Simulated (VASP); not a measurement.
GaAs:

```xyz
2
Lattice="0.0000 2.8345 2.8345 2.8345 0.0000 2.8345 2.8345 2.8345 0.0000" Properties=species:S:1:pos:R:3 pbc="T T T"
Ga    2.8345    2.8345    0.0000
As    4.2517    4.2517    4.2517
```

The cell is a database's computed one.

Base run:

```yaml
Program: VASP 6.6.1
Functional: PBE
Potentials_or_basis: VASP PAW PBE potentials, release 64 (Ga_d, As)
Cutoff: 450 eV
k_mesh: 10 × 10 × 10
Occupations: gaussian, width 0.02 eV
Spin: no spin polarisation
```

Its results: band gap on the k mesh 0.46 eV, direct.

Problem. The run is repeated on the same cell with these changes: functional from PBE to r2SCAN. What comes out?

Solution. Band gap on the k mesh 0.93 eV, direct.

r2SCAN gives the wider gap, since meta-GGAs in the generalised Kohn-Sham scheme recover part of the derivative discontinuity.
